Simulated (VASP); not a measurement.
VASP runs on TeW (space group P6_3/mmc) share one base input (PBE GGA, plane waves, VASP's PBE PAW potentials (set 64)) and change the settings named in each case.

### INCAR
```
SYSTEM = TeW
PREC = Accurate; ENCUT = 300; LREAL = .FALSE.
LASPH = .TRUE.
EDIFF = 1E-6; NELM = 100; ALGO = Normal
LMAXMIX = 6
ISMEAR = 0; SIGMA = 0.1
GGA = PE
ISIF = 2
LWAVE = .FALSE.; LCHARG = .FALSE.
```

### KPOINTS
```
Automatic mesh
0
Gamma
5 5 3
0 0 0
```

File POSCAR:
```
TeW
1
    4.2046010000     0.0000000000     0.0000000000
   -2.1023000000     3.6412910000     0.0000000000
    0.0000000000     0.0000000000     5.8601830000
W Te
2 2
Direct
  0.0000000000   0.0000000000   0.0000000000
  0.0000000000   0.0000000000   0.5000000000
  0.3333330000   0.6666670000   0.2500000000
  0.6666670000   0.3333330000   0.7500000000
```

POTCAR, in this order: W_sv Te (PBE.64 set). Program: vasp_std.

```
change                                                                                                                                      E(σ→0) (eV/atom)  pressure (GPa)    −TS (eV)
------------------------------------------------------------------------------------------------------------------------------------------  ----------------  --------------  ----------
base run                                                                                                                                             -7.1790           -5.80     -0.0370
GGA removed, POTCAR W_sv Te (LDA.64 set)                                                                                                             -8.1099      (withheld)  (withheld)
GGA_COMPAT = .FALSE., LNONCOLLINEAR = .TRUE., LSORBIT = .TRUE., MAGMOM = 0.0 0.0 0.0 0.0 0.0 0.0 0.0 0.0 0.0 0.0 0.0 0.0, program vasp_ncl           -7.6737      (withheld)  (withheld)
KPOINTS 2×2×2 Γ-centred mesh                                                                                                                         -7.1287           -2.88     -0.0932
```

Task: Fill in the missing entries.

Result: 
- GGA_COMPAT = .FALSE., LNONCOLLINEAR = .TRUE., LSORBIT = .TRUE., MAGMOM = 0.0 0.0 0.0 0.0 0.0 0.0 0.0 0.0 0.0 0.0 0.0 0.0, program vasp_ncl, pressure (GPa): -4.93
- GGA_COMPAT = .FALSE., LNONCOLLINEAR = .TRUE., LSORBIT = .TRUE., MAGMOM = 0.0 0.0 0.0 0.0 0.0 0.0 0.0 0.0 0.0 0.0 0.0 0.0, program vasp_ncl, −TS (eV): -0.0207
- GGA removed, POTCAR W_sv Te (LDA.64 set), pressure (GPa): -12.67
- GGA removed, POTCAR W_sv Te (LDA.64 set), −TS (eV): -0.0386

Energies of different potentials or functionals have different zeros.  Unless said otherwise, spin-orbit coupling is left out, though it shifts the bands of the heavy elements here. At 300 eV the pressure can carry a Pulay error.

Left out are runs that ran out of time, are held back, or changed the cell or the kind of run, fixed moments of cells without a moment, rows past the twelfth, gaps on odd meshes, pressures of charged cells and columns that move by less than the noise.

The structure was generated: TeW was put into an ordered model structure, which need not be its known phase. The cell was not relaxed at this level, its lattice was scaled by up to 2.5 %.
